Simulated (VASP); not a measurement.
Level of theory: PBE GGA, VASP's PBE PAW potentials (set 64) (plane waves; VASP 6.6.1).

Input for VASP

KPOINTS:
```
K-points
0
G
 6 6 6
```

**INCAR**
```
EDIFF=1E-6   ! SCF stop (eV)
ALGO=Normal   ! blocked Davidson
NELM=100
PREC=Accurate
LWAVE=.TRUE.
LREAL=.FALSE.
SYSTEM=AgCl
LCHARG=.FALSE.
ISMEAR=0
GGA=PE   ! PBE
LMAXMIX=4   ! l cut-off of mixed one-centre charges
SIGMA=0.05
ENCUT=520   ! plane-wave cut-off (eV)
LASPH=.TRUE.   ! aspherical one-centre terms
```

### POSCAR
```
AgCl
1
    0.0000000000     2.8032341594     2.8032341594
    2.8032341594     0.0000000000     2.8032341594
    2.8032341594     2.8032341594     0.0000000000
Ag Cl
1 1
Direct
  0.0000000000   0.0000000000   0.0000000000
  0.5000000000   0.5000000000   0.5000000000
```

POTCAR, in this order: Ag Cl (PBE.64 set). Program: vasp_std.

The run wrote:

### OSZICAR
```
       N       E                     dE             d eps       ncg     rms          rms(c)
DAV:   1     0.106056097967E+03    0.10606E+03   -0.88470E+03   416   0.125E+03
DAV:   2    -0.111864375183E+01   -0.10717E+03   -0.10147E+03   491   0.257E+02
DAV:   3    -0.555201794138E+01   -0.44334E+01   -0.44170E+01   496   0.566E+01
DAV:   4    -0.559056334085E+01   -0.38545E-01   -0.38539E-01   476   0.590E+00
DAV:   5    -0.559112498823E+01   -0.56165E-03   -0.56165E-03   486   0.724E-01    0.585E+00
DAV:   6    -0.540507517487E+01    0.18605E+00   -0.33635E-01   449   0.789E+00    0.385E+00
DAV:   7    -0.540131987418E+01    0.37553E-02   -0.10472E-01   416   0.259E+00    0.193E+00
DAV:   8    -0.540066197156E+01    0.65790E-03   -0.58459E-03   426   0.952E-01    0.301E-01
DAV:   9    -0.540071666399E+01   -0.54692E-04   -0.73030E-04   451   0.405E-01    0.475E-02
DAV:  10    -0.540078917011E+01   -0.72506E-04   -0.12381E-04   426   0.110E-01    0.280E-02
DAV:  11    -0.540079594146E+01   -0.67713E-05   -0.67082E-06   441   0.233E-02    0.520E-03
DAV:  12    -0.540079593886E+01    0.25952E-08   -0.28291E-07   288   0.749E-03
   1 F= -.54007959E+01 E0= -.54007959E+01  d E =-.638226E-13
```

### OUTCAR
```
------------------------ aborting loop because EDIFF is reached ----------------------------------------
  FORCE on cell =-STRESS in cart. coord.  units (eV):
  Direction    XX          YY          ZZ          XY          YZ          ZX
  --------------------------------------------------------------------------------------
  Total       -0.0010043     -0.0010043     -0.0010043      0.0000000     -0.0000000      0.0000000
  in kB       -0.0365229     -0.0365229     -0.0365229      0.0000000     -0.0000000      0.0000000
  external PRESSURE =      -0.0365229 kB  Pullay stress =       0.0000000 kB
  volume of cell :       44.06
      direct lattice vectors                 reciprocal lattice vectors
     0.000000000  2.803234159  2.803234159    -0.178365406  0.178365406  0.178365406
     2.803234159  0.000000000  2.803234159     0.178365406 -0.178365406  0.178365406
     2.803234159  2.803234159  0.000000000     0.178365406  0.178365406 -0.178365406
  FREE ENERGIE OF THE ION-ELECTRON SYSTEM (eV)
  ---------------------------------------------------
  free  energy   TOTEN  =        -5.4007959389 eV

  energy  without entropy=       -5.4007959389  energy(sigma->0) =       -5.40079594
```
(Selected blocks of OUTCAR.)

The compound is AgCl in the rock salt structure. It was relaxed first.
